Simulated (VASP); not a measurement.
Consider the following.

```
CELL_PARAMETERS angstrom
      1.38908    -2.40596     0.00000
      1.38908     2.40596     0.00000
      0.00000     0.00000     5.04747
ATOMIC_POSITIONS crystal
  Zn 0.33333 0.66667 0.25000
  Zn 0.66667 0.33333 0.75000
```

Computed with PBE GGA, VASP's PBE PAW potentials (set 64) (plane waves; VASP 6.6.1). Numerical set-up: 480 eV cut-off, 14×14×8 Γ-centred mesh, first-order Methfessel-Paxton smearing of 0.10 eV, potentials Zn.

Give the stress tensor in GPa (positive for a compressed cell).

```
-6.39   0.00   0.00
 0.00  -6.39   0.00
 0.00   0.00  -5.12
```
The pressure is its mean diagonal, -5.97 GPa.

The compound is Zn in the hcp structure. This cell was strained or had an atom moved on purpose.
